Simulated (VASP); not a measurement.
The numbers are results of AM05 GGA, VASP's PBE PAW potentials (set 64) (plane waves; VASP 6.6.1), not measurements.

Input for VASP

KPOINTS:
```
Automatic mesh
0
Gamma
9 9 9
0 0 0
```

**INCAR**
```
! general
SYSTEM  = PtAl2
PREC    = Accurate
ENCUT   = 520
LREAL   = F
LASPH   = T

! electronic loop
EDIFF   = 1E-7
NELM    = 100
ALGO    = Normal
LMAXMIX = 6

! smearing
ISMEAR  = 1
SIGMA   = 0.1

! functional
GGA     = AM

! ions
ISIF    = 2

! output
LWAVE   = F
LCHARG  = F
```

### POSCAR
```
PtAl2
4.1224570
  0.0000000000   0.7071068133   0.7071068133
  0.7071068133   0.0000000000   0.7071068133
  0.7071068133   0.7071068133   0.0000000000
Al Pt
2 1
Cart
  0.3535534066   0.3535534066   0.3535534066
  1.0606602199   1.0606602199   1.0606602199
  0.0000000000   0.0000000000   0.0000000000
```

POTCAR, in this order: Al Pt (PBE.64 set). Program: vasp_std.

Unless said otherwise, spin-orbit coupling is left out, though it shifts the bands of the heavy elements here.

What does the run give for the energy per atom (σ→0), pressure, band gap (on the k-mesh)?

- energy per atom (σ→0) = -5.718 eV/atom
- band gap (on the k-mesh) = none (metal, semimetal or under 0.01 eV)
- pressure = 4.62 GPa

**OSZICAR**
```
...
DAV:   8    -0.171528502446E+02    0.36121E-01   -0.31536E-02   972   0.171E+00    0.243E-01
DAV:   9    -0.171528310699E+02    0.19175E-04   -0.17379E-03   992   0.400E-01    0.154E-01
DAV:  10    -0.171529904448E+02   -0.15937E-03   -0.36123E-04   936   0.157E-01    0.183E-02
DAV:  11    -0.171529913463E+02   -0.90146E-06   -0.16476E-05  1040   0.428E-02    0.857E-03
DAV:  12    -0.171529951941E+02   -0.38478E-05   -0.94053E-06   888   0.224E-02    0.288E-03
DAV:  13    -0.171529950783E+02    0.11582E-06   -0.47393E-07  1052   0.710E-03    0.543E-04
DAV:  14    -0.171529951015E+02   -0.23240E-07   -0.35594E-08   620   0.148E-03
   1 F= -.17152995E+02 E0= -.17153270E+02  d E =0.823727E-03
```

The compound is PtAl2 in the fluorite structure. This cell is one point of a volume scan, at 0.97 of the reference volume.
